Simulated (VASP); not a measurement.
KCl (rock salt): the lattice constant a from VASP (plane waves, PAW) at several levels of theory. Static lattice.

```
level   lattice constant a (Å)
------  ----------------------
LDA                      6.088
PBE                      6.389
PBEsol                   6.254
SCAN                     6.265
r2SCAN                   6.297
```

The cell of the LDA run:

```
KCl
1.0
    0.00000     3.04385     3.04385
    3.04385     0.00000     3.04385
    3.04385     3.04385     0.00000
K Cl
1 1
Direct
  0.00000   0.00000   0.00000
  0.50000   0.50000   0.50000
```

Only levels that ran to the end are used. Left out are those held back, those with too coarse a band path, GW runs whose mesh misses a band edge, hybrids' fits of cells that aren't cubic and levels without matching references; a question may draw on a part of the rest.

The compound is KCl in the rock salt structure.
